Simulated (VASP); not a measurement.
VASP input:

**INCAR**
```
# general
SYSTEM    =  NaI
PREC      =  Accurate
ENCUT     =  520
LREAL     =  .False.
LASPH     =  .True.

# electronic loop
EDIFF     =  1E-7
NELM      =  100
ALGO      =  Normal
LMAXMIX   =  4

# smearing
ISMEAR    =  0
SIGMA     =  0.05

# functional
GGA       =  ML
LUSE_VDW  =  .True.
AGGAC     =  0.0
ZAB_VDW   =  -1.8867

# ions
ISIF      =  2

# output
LWAVE     =  .False.
LCHARG    =  .False.
```

KPOINTS:
```
Automatic
0
gamma
 7 7 7
```

POSCAR:
```
NaI
6.4348140
  0.0000000000   0.5000000237   0.5000000237
  0.5000000237   0.0000000000   0.5000000237
  0.5000000237   0.5000000237   0.0000000000
Na I
1 1
Cartesian
  0.0000000000   0.0000000000   0.0000000000
  0.5000000237   0.5000000237   0.5000000237
```

POTCAR, in this order: Na_pv I (PBE.64 set). Program: vasp_std.

**Question.** Translate this vdW-DF2 calculation to Quantum ESPRESSO's pw.x.

**Answer.** One equivalent input (not run):
```
&CONTROL
  calculation = 'scf'
  pseudo_dir = './pseudo'
  outdir = './out'
  tprnfor = .true.
  tstress = .true.
/
&SYSTEM
  ibrav = 0
  nat = 2
  ntyp = 2
  ecutwfc = 88
  occupations = 'smearing'
  smearing = 'gaussian'
  degauss = 0.003675
  input_dft = 'vdw-df2'
/
&ELECTRONS
  conv_thr = 7.3e-09
  electron_maxstep = 100
/
ATOMIC_SPECIES
  Na 22.990 Na.upf
  I 126.904 I.upf
CELL_PARAMETERS angstrom
     0.0000000    3.2174072    3.2174072
     3.2174072    0.0000000    3.2174072
     3.2174072    3.2174072    0.0000000
ATOMIC_POSITIONS crystal
  Na   0.0000000  0.0000000  0.0000000
  I    0.5000000  0.5000000  0.5000000
K_POINTS automatic
  7 7 7 0 0 0
```
Limits of the translation: the potentials are each code's own (VASP's PAW set, PseudoDojo norm-conserving files in pw.x), so ENCUT and ecutwfc are chosen apart and not converted; conv_thr bounds pw.x's estimated SCF error, while EDIFF bounds the energy change between steps.

The compound is NaI in the rock salt structure. This cell is one point of a volume scan, at 0.94 of the reference volume.
